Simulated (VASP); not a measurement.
Level of theory: PBE GGA with D3 dispersion (zero damping), VASP's PBE PAW potentials (set 64) (plane waves; VASP).

VASP input:

**POSCAR**
```
Bi
1
    4.1312112528    -2.2828387420    -0.0162675070
    4.1312112528     2.2828387420    -0.0162675070
    2.8845274285     0.0000000000     3.7360440702
Bi
2
Direct
  0.2358940718   0.2358940718   0.2358940718
  0.7641059282   0.7641059282   0.7641059282
```

### INCAR
```
SYSTEM = Bi
PREC = Accurate
ENCUT = 520
EDIFF = 1E-7
NELM = 100
ALGO = Normal
LREAL = .FALSE.
LASPH = .TRUE.
ISMEAR = -5
GGA = PE
IVDW = 11
LMAXMIX = 4
LWAVE = .FALSE.
LCHARG = .TRUE.
LORBIT = 11
NEDOS = 601
ISIF = 2
```

**KPOINTS**
```
Automatic
0
Gamma
11 11 11
```

POTCAR, in this order: Bi_d (PBE.64 set). Program: vasp_std.

**Question.** What will the output report for the number of irreducible k-points (NKPTS), largest plane-wave count, number of space-group operations, FFT grid (NGX, NGY, NGZ)?

**Answer.** 
* **number of irreducible k-points (NKPTS)**: 146
* **largest plane-wave count**: 1943
* **number of space-group operations**: 12
* **FFT grid (NGX, NGY, NGZ)**: 36 × 36 × 36

The compound is Bi in the a7 structure. It was relaxed first.
